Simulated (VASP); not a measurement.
Output of a VASP run:

**OUTCAR**
```
 ion  position               nearest neighbor table
   1  0.000  0.000  0.000-   3 1.84   6 1.84   5 1.86   4 1.86   4 1.86   5 1.86
   2  0.500  0.500  0.500-   4 1.84   5 1.84   3 1.86   6 1.86   3 1.86   6 1.86
   3  0.302  0.302  0.000-   1 1.84   2 1.86   2 1.86
   4  0.802  0.198  0.500-   2 1.84   1 1.86   1 1.86
   5  0.198  0.802  0.500-   2 1.84   1 1.86   1 1.86
   6  0.698  0.698  0.000-   1 1.84   2 1.86   2 1.86
  LATTYP: Found a simple tetragonal cell.
 ALAT       =     4.3024894793
 C/A-ratio  =     0.6589306585
 Subroutine PRICEL returns:
 Original cell was already a primitive cell.
 Subroutine GETGRP returns: Found 16 space group operations
The static configuration has the point symmetry D_2h.
 The point group associated with its full space group is D_4h.
The dynamic configuration has the point symmetry D_2h.
The overall configuration has the point symmetry D_2h.
 Subroutine INISYM returns: Found 16 space group operations
 Subroutine IBZKPT returns following result:
 Found     60 irreducible k-points:

 Following reciprocal coordinates:
            Coordinates               Weight
  0.000000  0.000000  0.000000      1.000000
  0.142857  0.000000  0.000000      4.000000
  0.285714  0.000000  0.000000      4.000000
  0.428571  0.000000  0.000000      4.000000
  0.142857  0.142857  0.000000      4.000000
  0.285714  0.142857  0.000000      8.000000
  0.428571  0.142857  0.000000      8.000000
  0.285714  0.285714  0.000000      4.000000
  0.428571  0.285714  0.000000      8.000000
  0.428571  0.428571  0.000000      4.000000
  0.000000  0.000000  0.090909      2.000000
  0.142857  0.000000  0.090909      8.000000
  0.285714  0.000000  0.090909      8.000000
  0.428571  0.000000  0.090909      8.000000
  0.142857  0.142857  0.090909      8.000000
  0.285714  0.142857  0.090909     16.000000
  0.428571  0.142857  0.090909     16.000000
  0.285714  0.285714  0.090909      8.000000
  0.428571  0.285714  0.090909     16.000000
  0.428571  0.428571  0.090909      8.000000
  0.000000  0.000000  0.181818      2.000000
  0.142857  0.000000  0.181818      8.000000
  0.285714  0.000000  0.181818      8.000000
  0.428571  0.000000  0.181818      8.000000
  0.142857  0.142857  0.181818      8.000000
  0.285714  0.142857  0.181818     16.000000
  0.428571  0.142857  0.181818     16.000000
  0.285714  0.285714  0.181818      8.000000
  0.428571  0.285714  0.181818     16.000000
  0.428571  0.428571  0.181818      8.000000
  0.000000  0.000000  0.272727      2.000000
  0.142857  0.000000  0.272727      8.000000
  0.285714  0.000000  0.272727      8.000000
  0.428571  0.000000  0.272727      8.000000
  0.142857  0.142857  0.272727      8.000000
  0.285714  0.142857  0.272727     16.000000
  0.428571  0.142857  0.272727     16.000000
  0.285714  0.285714  0.272727      8.000000
  0.428571  0.285714  0.272727     16.000000
  0.428571  0.428571  0.272727      8.000000
   k-points           NKPTS =     60   k-points in BZ     NKDIM =     60   number of bands    NBANDS=     30
   number of dos      NEDOS =    301   number of ions     NIONS =      6
   total plane-waves  NPLWV =  31104
   dimension x,y,z NGX =    36 NGY =   36 NGZ =   24
   dimension x,y,z NGXF=    72 NGYF=   72 NGZF=   48
   ions per type =               2   4
   PREC   = accura    normal or accurate (medium, high low for compatibility)
   ISTART =      0    job   : 0-new  1-cont  2-samecut
   ICHARG =      2    charge: 1-file 2-atom 10-const
   ISPIN  =      2    spin polarized calculation?
   LNONCOLLINEAR =      F non collinear calculations
   LSORBIT =      F    spin-orbit coupling
   INIWAV =      1    electr: 0-lowe 1-rand  2-diag
   ENCUT  =  620.0 eV  45.57 Ry    6.75 a.u.   8.74  8.74  5.76*2*pi/ulx,y,z
   NELM   =    100;   NELMIN=  2; NELMDL= -5     # of ELM steps
   EDIFF  = 0.1E-05   stopping-criterion for ELM
   LREAL  =      F    real-space projection
...
```

**OSZICAR**
```
...
DAV:   7    -0.550039694958E+02    0.16732E-03   -0.14900E-03  8320   0.278E-01    0.124E-01
DAV:   8    -0.550040116435E+02   -0.42148E-04   -0.15819E-04 10746   0.961E-02    0.600E-02
DAV:   9    -0.550040119536E+02   -0.31013E-06   -0.18732E-05  8208   0.355E-02    0.272E-02
DAV:  10    -0.550040125702E+02   -0.61659E-06   -0.41134E-06  7318   0.145E-02
   2 F= -.48955793E+02 E0= -.48955953E+02  d E =0.121645E+00  mag=     3.8651
       N       E                     dE             d eps       ncg     rms          rms(c)
DAV:   1    -0.566353870361E+02   -0.16314E+01   -0.28480E+01  7284   0.612E+01    0.106E+01
DAV:   2    -0.560034528561E+02    0.63193E+00   -0.73458E+00  7490   0.311E+01    0.693E+00
DAV:   3    -0.555501155159E+02    0.45334E+00   -0.21012E+00  8276   0.139E+01    0.283E+00
DAV:   4    -0.555061416639E+02    0.43974E-01   -0.33741E-01  7314   0.459E+00    0.879E-01
DAV:   5    -0.554995988535E+02    0.65428E-02   -0.23409E-02  9118   0.108E+00    0.471E-01
DAV:   6    -0.554982497110E+02    0.13491E-02   -0.52848E-03  7854   0.549E-01    0.220E-01
DAV:   7    -0.554978059248E+02    0.44379E-03   -0.21307E-03  8512   0.293E-01    0.625E-02
DAV:   8    -0.554978146626E+02   -0.87378E-05   -0.12891E-04 10036   0.957E-02    0.472E-02
DAV:   9    -0.554978114278E+02    0.32348E-05   -0.12501E-05  8632   0.237E-02    0.167E-02
DAV:  10    -0.554978108497E+02    0.57805E-06   -0.46566E-06  7340   0.211E-02
   3 F= -.49122934E+02 E0= -.49122698E+02  d E =-.454964E-01  mag=     3.9890
       N       E                     dE             d eps       ncg     rms          rms(c)
DAV:   1    -0.554944570843E+02    0.33543E-02   -0.30784E-03  7446   0.622E-01    0.108E-01
DAV:   2    -0.554943733350E+02    0.83749E-04   -0.60962E-04  7560   0.279E-01    0.625E-02
DAV:   3    -0.554943422373E+02    0.31098E-04   -0.21263E-04  9094   0.140E-01    0.324E-02
DAV:   4    -0.554943349906E+02    0.72468E-05   -0.40964E-05  7698   0.636E-02    0.699E-03
DAV:   5    -0.554943345552E+02    0.43537E-06   -0.16849E-06  5416   0.105E-02
   4 F= -.49122951E+02 E0= -.49122715E+02  d E =-.455133E-01  mag=     3.9884
       N       E                     dE             d eps       ncg     rms          rms(c)
DAV:   1    -0.554928113354E+02    0.15237E-02   -0.46368E-01  7212   0.488E+00    0.583E-01
DAV:   2    -0.554914089471E+02    0.14024E-02   -0.18744E-02  8628   0.125E+00    0.401E-01
DAV:   3    -0.554907176243E+02    0.69132E-03   -0.32114E-03  9350   0.572E-01    0.207E-01
DAV:   4    -0.554904021394E+02    0.31548E-03   -0.14774E-03  9062   0.350E-01    0.173E-01
DAV:   5    -0.554903855879E+02    0.16551E-04   -0.17493E-04  8364   0.129E-01    0.947E-02
DAV:   6    -0.554903676405E+02    0.17947E-04   -0.35822E-05  9684   0.429E-02    0.635E-02
DAV:   7    -0.554903673061E+02    0.33441E-06   -0.78917E-06  9314   0.203E-02
   5 F= -.49123748E+02 E0= -.49123511E+02  d E =-.796842E-03  mag=     3.9922
       N       E                     dE             d eps       ncg     rms          rms(c)
DAV:   1    -0.554916372842E+02   -0.12696E-02   -0.23333E-02  7248   0.110E+00    0.135E-01
DAV:   2    -0.554915665854E+02    0.70699E-04   -0.94936E-04  8674   0.285E-01    0.929E-02
DAV:   3    -0.554915310330E+02    0.35552E-04   -0.16385E-04  9296   0.130E-01    0.463E-02
DAV:   4    -0.554915148928E+02    0.16140E-04   -0.78679E-05  9024   0.801E-02    0.406E-02
DAV:   5    -0.554915141232E+02    0.76963E-06   -0.90989E-06  8240   0.294E-02
   6 F= -.49123820E+02 E0= -.49123583E+02  d E =-.869259E-03  mag=     3.9914
```

File OUTCAR:
```
------------------------ aborting loop because EDIFF is reached ----------------------------------------
  FORCE on cell =-STRESS in cart. coord.  units (eV):
  Direction    XX          YY          ZZ          XY          YZ          ZX
  --------------------------------------------------------------------------------------
  Total        6.3584031      6.3584031      6.4030796     -0.0000000      0.0000000      0.0000000
  in kB      199.7081817    199.7081817    201.1114062     -0.0000000      0.0000000      0.0000000
  external PRESSURE =       0.1759232 kB  Pullay stress =     200.0000000 kB
  volume of cell :       51.01
      direct lattice vectors                 reciprocal lattice vectors
     4.258184703  0.000000000  0.000000000     0.234841856 -0.000000000  0.000000000
     0.000000000  4.258184703  0.000000000    -0.000000000  0.234841856  0.000000000
     0.000000000  0.000000000  2.813285384     0.000000000  0.000000000  0.355456295
 POSITION                                       TOTAL-FORCE (eV/Angst)
 -----------------------------------------------------------------------------------
      0.00000      0.00000      0.00000         0.000000      0.000000      0.000000
      2.12909      2.12909      1.40664         0.000000      0.000000      0.000000
      1.28503      1.28503      2.81329         0.010424      0.010424     -0.000000
      3.41412      0.84406      1.40664         0.010424     -0.010424      0.000000
      0.84406      3.41412      1.40664        -0.010424      0.010424     -0.000000
      2.97316      2.97316      0.00000        -0.010424     -0.010424      0.000000
 -----------------------------------------------------------------------------------
    total drift:                               -0.000000      0.000000     -0.000000
  FREE ENERGIE OF THE ION-ELECTRON SYSTEM (eV)
  ---------------------------------------------------
  free  energy   TOTEN  =       -55.4915141232 eV

  energy  without entropy=      -55.4908016944  energy(sigma->0) =      -55.49127665
  enthalpy is  TOTEN    =       -49.1238199910 eV   P V=        6.3676941322

 total charge

# of ion       s       p       d       tot
------------------------------------------
    1        0.403   6.585   4.238  11.226
    2        0.403   6.585   4.238  11.226
    3        1.562   3.509   0.000   5.071
    4        1.562   3.509   0.000   5.071
    5        1.562   3.509   0.000   5.071
    6        1.562   3.509   0.000   5.071
--------------------------------------------------
tot          7.055  27.207   8.476  42.738

 magnetization (x)

# of ion       s       p       d       tot
------------------------------------------
    1        0.025   0.031   1.891   1.948
    2        0.025   0.031   1.891   1.948
    3       -0.002  -0.008   0.000  -0.010
    4       -0.002  -0.008   0.000  -0.010
    5       -0.002  -0.008   0.000  -0.010
    6       -0.002  -0.008   0.000  -0.010
--------------------------------------------------
tot          0.044   0.031   3.783   3.858

 reached required accuracy - stopping structural energy minimisation
```
(Selected blocks of OUTCAR.)

**POSCAR**
```
CrO2
1
    4.3024894793     0.0000000000     0.0000000000
    0.0000000000     4.3024894793     0.0000000000
    0.0000000000     0.0000000000     2.8350422257
Cr O
2 4
Direct
  0.0000000000   0.0000000000   0.0000000000
  0.5000000000   0.5000000000   0.5000000000
  0.3021815633   0.3021815633   0.0000000000
  0.8021815633   0.1978184367   0.5000000000
  0.1978184367   0.8021815633   0.5000000000
  0.6978184367   0.6978184367   0.0000000000
```

Problem. Write an INCAR and KPOINTS that could have produced this output.

Solution. This is not unique; one that fits is the input of the run itself, LDA (Ceperley-Alder, Perdew-Zunger), plane waves, VASP's LDA PAW potentials (set 64).

INCAR:
```
! general
SYSTEM  = CrO2
PREC    = Accurate
ENCUT   = 620   ! plane-wave cut-off (eV)
LREAL   = .FALSE.
LASPH   = .TRUE.

! electronic loop
EDIFF   = 1E-6   ! SCF stop (eV)
NELM    = 100   ! most electronic steps
ALGO    = Normal   ! blocked Davidson
LMAXMIX = 4

! smearing
ISMEAR  = 1
SIGMA   = 0.1   ! width (eV)

! spin
ISPIN   = 2   ! spin-polarised
MAGMOM  = 2*2.0 4*-0.0

! ions
IBRION  = 2   ! conjugate gradients
NSW     = 40
ISIF    = 3   ! ions, shape and volume
EDIFFG  = -0.02   ! ionic stop
PSTRESS = 200   ! kbar

! output
LWAVE   = .FALSE.
LCHARG  = .FALSE.
LORBIT  = 10
```

**KPOINTS**
```
Automatic mesh
0
Gamma
7 7 11
0 0 0
```

POTCAR, in this order: Cr_pv O (LDA.64 set). Program: vasp_std.

Energy and stress use the plane-wave basis of the starting cell. The moments were started parallel, and other spin orders were not tried in this run.

The compound is CrO2 in the rutile structure. This run relaxes it under an external pressure of 20 GPa. Symmetry was kept, so distortions that lower it aren't found.
